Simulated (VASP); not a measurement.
Crystal: O2C, in a box.

```xyz
3
Lattice="12.1554 0.0000 0.0000 0.0000 12.6554 0.0000 0.0000 0.0000 13.1554" Properties=species:S:1:pos:R:3 pbc="T T T"
O     5.9109    7.1491    5.7500
O     6.2542    5.5617    7.4534
C     6.0826    6.3554    6.6017
```

Program: VASP 6.6.1. Alike in all runs: task single point; no spin polarisation; cell as given; k mesh 1 × 1 × 1; cutoff (eV) 400; smearing gaussian 0.01 eV.

Question: Order these runs on this cell by their band gap on the k mesh, lowest first.
A. level rev-vdW-DF2; potentials or basis VASP PAW PBE potentials, release 64 (O, C); further INCAR settings ALGO = Normal; EDIFF = 1e-06; ISYM = 0
B. level HSE06+D3(BJ); potentials or basis VASP PAW PBE potentials, release 64 (O, C); further INCAR settings ALGO = Damped; EDIFF = 1e-06; ISYM = 0; grid for exact exchange (PRECFOCK) Fast; screening parameter 0.2 1/A
C. level PBE+D4; potentials or basis VASP PAW PBE potentials, release 64 (O, C); further INCAR settings ALGO = Normal; EDIFF = 1e-06; ISYM = 0
D. level r2SCAN+rVV10; potentials or basis VASP PAW PBE potentials, release 64 (O, C); further INCAR settings ALGO = Normal; EDIFF = 1e-06; ISYM = 0
E. level LDA; potentials or basis VASP PAW LDA potentials, release 64 (O, C); further INCAR settings ALGO = Normal; EDIFF = 1e-06; ISYM = 0

Answer: A (7.88 eV), C (8.04 eV), E (8.21 eV), D (8.95 eV), B (9.60 eV).

Caveats: the standard files for N, O and F lose accuracy on very short bonds.

A k mesh can miss the band edges.

Not every run made on this cell is shown here.
